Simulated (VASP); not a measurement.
```
CELL_PARAMETERS angstrom
      1.21605    -2.10626     0.00000
      1.21605     2.10626     0.00000
      0.00000     0.00000     6.58133
ATOMIC_POSITIONS crystal
  C  0.00000 0.00000 0.25000
  C  0.00000 0.00000 0.75000
  C  0.33333 0.66667 0.25000
  C  0.66667 0.33333 0.75000
```

Computed with r2SCAN+rVV10, VASP's PBE PAW potentials (set 64) (plane waves; VASP). Settings: 520 eV cut-off, 10×10×4 Γ-centred mesh, Gaussian smearing of 0.050 eV, potentials C.

The ions and cell shape at fixed volume are relaxed. Give the cell that the relaxation ends in.

```
CELL_PARAMETERS angstrom
      1.22697    -2.12517     0.00000
      1.22697     2.12517     0.00000
      0.00000     0.00000     6.46472
ATOMIC_POSITIONS crystal
  C  0.00000 0.00000 0.25000
  C  0.00000 0.00000 0.75000
  C  0.33333 0.66667 0.25000
  C  0.66667 0.33333 0.75000
```
Space group P6_3/mmc (194), at a tolerance of 0.03 Å.

How much energy does the relaxation gain?

The energy (σ→0) changes by -6.3 meV/atom, in 3 ionic steps.

| step | E(σ→0) (eV) | max force (eV/Å) | pressure (GPa) | volume (Å³) |
|---|---|---|---|---|
| 1 | -39.4054 | 0.000 | 9.54 | 33.71 |
| 2 | -39.4286 | 0.000 | -0.45 | 33.71 |
| 3 | -39.4305 | 0.000 | 1.66 | 33.71 |

The compound is C in the graphite structure. This cell is one point of a volume scan, at 0.97 of the reference volume. Symmetry was kept, so distortions that lower it aren't found.
